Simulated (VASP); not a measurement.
All values below come from RPBE GGA, VASP's PBE PAW potentials (set 64) (plane waves; VASP).

VASP input:

### POSCAR
```
CoSi2
3.8069630
  0.0000000000   0.7071068010   0.7071068010
  0.7071068010   0.0000000000   0.7071068010
  0.7071068010   0.7071068010   0.0000000000
Co Si
1 2
Direct
  0.0000000000   0.0000000000   0.0000000000
  0.2500000000   0.2500000000   0.2500000000
  0.7500000000   0.7500000000   0.7500000000
```

INCAR:
```
LWAVE = F
ISIF = 2
ALGO = Normal
LORBIT = 11
SYSTEM = CoSi2
EDIFF = 1E-7
PREC = Accurate
NEDOS = 601
NELM = 100   ! most electronic steps
LREAL = F   ! projection in real space or not
ISMEAR = -5   ! tetrahedra, Bloechl
LEFG = T
ENCUT = 520   ! plane-wave cut-off (eV)
LMAXMIX = 4   ! l cut-off of mixed one-centre charges
LASPH = T
GGA = RP
LCHARG = T
```

**KPOINTS**
```
kpoints
0
Gamma
11 11 11
0 0 0
```

POTCAR, in this order: Co Si (PBE.64 set). Program: vasp_std.

Q: What will the output report for the number of irreducible k-points (NKPTS), largest plane-wave count, number of space-group operations, FFT grid (NGX, NGY, NGZ)?

A: 
```
Quantity                                      Result
--------------------------------------  ------------
number of irreducible k-points (NKPTS)            56
largest plane-wave count                        1067
number of space-group operations                  48
FFT grid (NGX, NGY, NGZ)                28 × 28 × 28
```

The compound is CoSi2 in the fluorite structure. It was relaxed first. The run is not spin-polarised, so no magnetic state was tried. The electron count is odd and the run is not spin-polarised, which forces a metal.
